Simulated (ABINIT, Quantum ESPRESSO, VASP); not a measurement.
## Code comparison for PtSn2 (Fm-3m, 3 atoms in the cell)

Self-consistent single point.

```yaml
crystal:
  lattice:
    - [0.00000, 3.24309, 3.24309]
    - [3.24309, 0.00000, 3.24309]
    - [3.24309, 3.24309, 0.00000]
  atoms:
    - { symbol: Sn, position: [0.75000, 0.75000, 0.75000] }
    - { symbol: Sn, position: [0.25000, 0.25000, 0.25000] }
    - { symbol: Pt, position: [0.00000, 0.00000, 0.00000] }
```

All programs got the same cell, k-point mesh and kind of occupations (in VASP's words: KPOINTS grid = 12 12 12; KPOINTS shift = 0 0 0; ISMEAR = 0; SIGMA = 0.272 eV); potentials, basis and cutoffs are each program's usual ones.

```tsv
code	model	pressure (GPa)	cutoff
VASP	LDA (PZ), VASP's LDA PAW potentials (set 64)	-4.12	300 eV
Quantum ESPRESSO	LDA (PZ), GBRV 1.5 ultrasoft (LDA) pseudopotentials	-4.20	40 Ry
ABINIT	LDA (PW92), norm-conserving pseudopotentials (PseudoDojo nc-sr-04 LDA standard)	-3.73	42 Ha
```

The spread over the programs that give each value: pressure within 0.47 GPa.

The starting cell comes from a database of computed structures (which also holds hypothetical and non-ambient phases and stackings), without a prior relaxation at this level. On VASP's run: Spin-orbit coupling is off. Spin polarisation is off. In the base run, with a pressure of about -4 GPa the cell is away from its equilibrium volume at this level.

Question: Why do the programs differ, and what cannot be compared?

Answer: Differences of this kind can come from the potentials, where these differ, and from what each basis and cutoff leave unconverged. The valence holds different numbers of electrons (VASP 38, Quantum ESPRESSO 44, ABINIT 46). The zero of total energies and Fermi levels follows the potentials and each program's conventions, so they are not compared here. The same LDA comes in different parametrisations, which differ slightly.

VASP's run is marked for a possible Pulay error in its stress at this cutoff; no cutoff test was made.

Left out of this page: Ansatz, GPAW, Elk, FLEUR and SIESTA (not drawn, or without a comparable value).
